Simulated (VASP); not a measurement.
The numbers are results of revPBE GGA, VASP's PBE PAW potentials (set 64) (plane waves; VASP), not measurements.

A VASP calculation is set up with these files.

KPOINTS:
```
Automatic mesh
0
Gamma
19 19 10
0 0 0
```

File POSCAR:
```
Co
1
    1.2543460239    -2.1725912799    -0.0000000000
    1.2543460239     2.1725912799    -0.0000000000
   -0.0000000000     0.0000000000     4.0582584772
Co
2
Direct
  0.3333330000   0.6666670000   0.2500000000
  0.6666670000   0.3333330000   0.7500000000
```

### INCAR
```
ALGO = Normal
EDIFF = 1E-7
ENCUT = 520
GGA = RE
ISIF = 2
ISMEAR = -5
ISPIN = 2
LASPH = .True.
LCHARG = .True.
LMAXMIX = 4
LORBIT = 11
LREAL = .False.
LWAVE = .False.
MAGMOM = 2*1.7
NEDOS = 601
NELM = 100
PREC = Accurate
SYSTEM = Co
```

POTCAR, in this order: Co (PBE.64 set). Program: vasp_std.

The run wrote:

OUTCAR:
```
 ion  position               nearest neighbor table
   1  0.333  0.667  0.250-   2 2.49   2 2.49   2 2.49   2 2.49   2 2.49   2 2.49
   2  0.667  0.333  0.750-   1 2.49   1 2.49   1 2.49   1 2.49   1 2.49   1 2.49
  LATTYP: Found a hexagonal cell.
 ALAT       =     2.5086922524
 C/A-ratio  =     1.6176788816
 Subroutine PRICEL returns:
 Original cell was already a primitive cell.
 Subroutine GETGRP returns: Found 24 space group operations
The static configuration has the point symmetry D_3d.
 The point group associated with its full space group is D_6h.
The dynamic configuration has the point symmetry D_3d.
The overall configuration has the point symmetry D_3d.
 Subroutine INISYM returns: Found 24 space group operations
 Subroutine IBZKPT returns following result:
 Found    240 irreducible k-points:

 Following reciprocal coordinates:
            Coordinates               Weight
  0.000000  0.000000  0.000000      1.000000
  0.052632  0.000000  0.000000      6.000000
  0.105263  0.000000  0.000000      6.000000
  0.157895  0.000000  0.000000      6.000000
  0.210526 -0.000000  0.000000      6.000000
  0.263158 -0.000000  0.000000      6.000000
  0.315789  0.000000  0.000000      6.000000
  0.368421  0.000000  0.000000      6.000000
  0.421053 -0.000000  0.000000      6.000000
  0.473684 -0.000000  0.000000      6.000000
  0.052632  0.052632  0.000000      6.000000
  0.105263  0.052632  0.000000     12.000000
  0.157895  0.052632  0.000000     12.000000
  0.210526  0.052632  0.000000     12.000000
  0.263158  0.052632  0.000000     12.000000
  0.315789  0.052632  0.000000     12.000000
  0.368421  0.052632  0.000000     12.000000
  0.421053  0.052632  0.000000     12.000000
  0.473684  0.052632  0.000000      6.000000
  0.105263  0.105263  0.000000      6.000000
  0.157895  0.105263  0.000000     12.000000
...
```

File OSZICAR:
```
       N       E                     dE             d eps       ncg     rms          rms(c)
DAV:   1     0.808384511840E+02    0.80838E+02   -0.83702E+03 14680   0.158E+03
DAV:   2    -0.130171916919E+02   -0.93856E+02   -0.86811E+02 14421   0.255E+02
DAV:   3    -0.152023986987E+02   -0.21852E+01   -0.21325E+01 17368   0.554E+01
DAV:   4    -0.152344667149E+02   -0.32068E-01   -0.32040E-01 20859   0.510E+00
DAV:   5    -0.152347410211E+02   -0.27431E-03   -0.27405E-03 17702   0.447E-01    0.144E+01
DAV:   6    -0.136807089978E+02    0.15540E+01   -0.13400E+01 15303   0.739E+01    0.706E+00
DAV:   7    -0.132794604617E+02    0.40125E+00   -0.18410E+00 15968   0.267E+01    0.377E+00
DAV:   8    -0.132628857083E+02    0.16575E-01   -0.20635E-02 19720   0.171E+00    0.181E+00
DAV:   9    -0.132487589861E+02    0.14127E-01   -0.61788E-03 20903   0.140E+00    0.515E-01
DAV:  10    -0.132486393464E+02    0.11964E-03   -0.17688E-03 19643   0.598E-01    0.589E-02
DAV:  11    -0.132485871835E+02    0.52163E-04   -0.49477E-05 16514   0.907E-02    0.298E-02
DAV:  12    -0.132485909474E+02   -0.37639E-05   -0.47964E-06 18398   0.334E-02    0.146E-02
DAV:  13    -0.132485850918E+02    0.58556E-05   -0.20530E-06 20498   0.214E-02    0.835E-03
DAV:  14    -0.132485867986E+02   -0.17068E-05   -0.36927E-07 16010   0.630E-03    0.173E-03
DAV:  15    -0.132485877797E+02   -0.98106E-06   -0.19734E-08  8222   0.246E-03    0.120E-03
DAV:  16    -0.132485875143E+02    0.26534E-06   -0.53296E-09  7921   0.127E-03    0.407E-04
DAV:  17    -0.132485873759E+02    0.13843E-06   -0.12415E-09  7774   0.401E-04    0.395E-05
DAV:  18    -0.132485873713E+02    0.45909E-08   -0.37534E-10  7711   0.236E-04
   1 F= -.13248587E+02 E0= -.13248587E+02  d E =0.000000E+00  mag=     3.2257
```

OUTCAR:
```
------------------------ aborting loop because EDIFF is reached ----------------------------------------
  FORCE on cell =-STRESS in cart. coord.  units (eV):
  Direction    XX          YY          ZZ          XY          YZ          ZX
  --------------------------------------------------------------------------------------
  Total       -0.0386566     -0.0386566     -0.0971013      0.0000000      0.0000000     -0.0000000
  in kB       -2.8000734     -2.8000740     -7.0334872      0.0000000      0.0000000     -0.0000000
  external PRESSURE =      -4.2112115 kB  Pullay stress =       0.0000000 kB
  volume of cell :       22.12
      direct lattice vectors                 reciprocal lattice vectors
     1.254346024 -2.172591280  0.000000000     0.398614091 -0.230139928  0.000000000
     1.254346024  2.172591280  0.000000000     0.398614091  0.230139928  0.000000000
     0.000000000  0.000000000  4.058258477     0.000000000  0.000000000  0.246411116
 POSITION                                       TOTAL-FORCE (eV/Angst)
 -----------------------------------------------------------------------------------
      1.25435      0.72420      1.01456         0.000000      0.000000      0.000000
      1.25435     -0.72420      3.04369        -0.000000     -0.000000      0.000000
 -----------------------------------------------------------------------------------
    total drift:                                0.000000      0.000002     -0.000029
  FREE ENERGIE OF THE ION-ELECTRON SYSTEM (eV)
  ---------------------------------------------------
  free  energy   TOTEN  =       -13.2485873713 eV

  energy  without entropy=      -13.2485873713  energy(sigma->0) =      -13.24858737

 total charge

# of ion       s       p       d       tot
------------------------------------------
    1        0.482   0.506   7.250   8.237
    2        0.482   0.506   7.250   8.237
--------------------------------------------------
tot          0.963   1.011  14.500  16.474

 magnetization (x)

# of ion       s       p       d       tot
------------------------------------------
    1       -0.016  -0.059   1.716   1.641
    2       -0.016  -0.059   1.716   1.641
--------------------------------------------------
tot         -0.032  -0.119   3.433   3.282
```
(Selected blocks of OUTCAR.)

File OUTCAR:
```
 val. band max:       10.1277049601   @ k =   0.3684   0.1579   0.5000

 cond. band min:       9.9667828832   @ k =   0.3158   0.0000   0.5000


 Fermi energy:        10.0988434539

 spin component 1

 k-point     1 :       0.0000    0.0000    0.0000
  band No.  band energies     occupation
      1       1.3207      1.00000
      2       5.0491      1.00000
      3       7.4845      1.00000
      4       7.5065      1.00000
      5       7.5065      1.00000
      6       7.8060      1.00000
      7       7.8060      1.00000
      8       8.1386      1.00000
      9       8.1386      1.00000
     10       9.1992      1.00000
     11       9.1992      1.00000
     12      10.0423      0.32230
     13      16.2800      0.00000
     14      31.9064      0.00000
     15      34.3343      0.00000

 k-point     2 :       0.0526    0.0000    0.0000
  band No.  band energies     occupation
      1       1.4168      1.00000
      2       5.1068      1.00000
      3       7.3661      1.00000
      4       7.5505      1.00000
      5       7.6128      1.00000
      6       7.7844      1.00000
      7       7.8450      1.00000
      8       8.0923      1.00000
      9       8.1106      1.00000
     10       8.7863      1.00000
     11       9.2113      1.00000
     12      10.5674     -0.03062
     13      16.2973      0.00000
     14      31.1584      0.00000
     15      32.8564      0.00000

 k-point     3 :       0.1053    0.0000    0.0000
  band No.  band energies     occupation
      1       1.7012      1.00000
      2       5.2690      1.00000
      3       7.2131      1.00000
      4       7.6795      1.00000
      5       7.6878      1.00000
      6       7.7777      1.00000
      7       7.8674      1.00000
      8       7.9588      1.00000
      9       8.0336      1.00000
     10       8.3292      1.00000
     11       9.2425      1.00000
     12      11.4487      0.00000
     13      16.3532      0.00000
...
```

For a metal the tetrahedron method with Blöchl corrections gives inexact stress and forces.

The compound is Co in the hcp structure. It was relaxed first.
